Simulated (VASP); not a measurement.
```
CELL_PARAMETERS angstrom
     -2.08247     2.08247     2.08247
      2.08247    -2.08247     2.08247
      2.08247     2.08247    -2.08247
ATOMIC_POSITIONS crystal
  Na 0.00000 0.00000 0.00000
```

All values below come from PBE GGA with D3 dispersion (zero damping), VASP's PBE PAW potentials (set 64) (plane waves; VASP). Numerical set-up: 520 eV cut-off, 14×14×14 Γ-centred mesh, tetrahedra with Blöchl corrections, potentials Na_pv.

Problem. Estimate the energy per atom (σ→0), band gap (on the k-mesh) with the smallest direct gap where there is one.

Solution. 
| Property | Result |
|---|---|
| band gap (on the k-mesh) | none (metal, semimetal or under 0.01 eV) |
| energy per atom (σ→0) | -1.469 eV/atom |

The absolute energy has meaning only against runs of the same code, potentials and settings.

The compound is Na in the bcc structure. It was relaxed first, which changed the volume by -7 %.
